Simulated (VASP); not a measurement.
Here is the system:

```xyz
1
Lattice="-0.0148 2.9547 2.9547 2.9547 -0.0148 2.9547 2.9400 2.9400 0.0000" Properties=species:S:1:pos:R:3 pbc="T T T"
Sr     0.0000     0.0000     0.0000
```

Method: PBEsol GGA, VASP's PBE PAW potentials (set 64) (plane waves; VASP). Run with 480 eV cut-off, 8×8×8 Γ-centred mesh, Gaussian smearing of 0.050 eV, potentials Sr_sv.

Estimate the energy per atom (σ→0), band gap (on the k-mesh) with the smallest direct gap where there is one.

The band gap (on the k-mesh) is none (metal, semimetal or under 0.01 eV) and the energy per atom (σ→0) is -1.846 eV/atom.

The compound is Sr in the fcc structure. This cell was strained or had an atom moved on purpose.
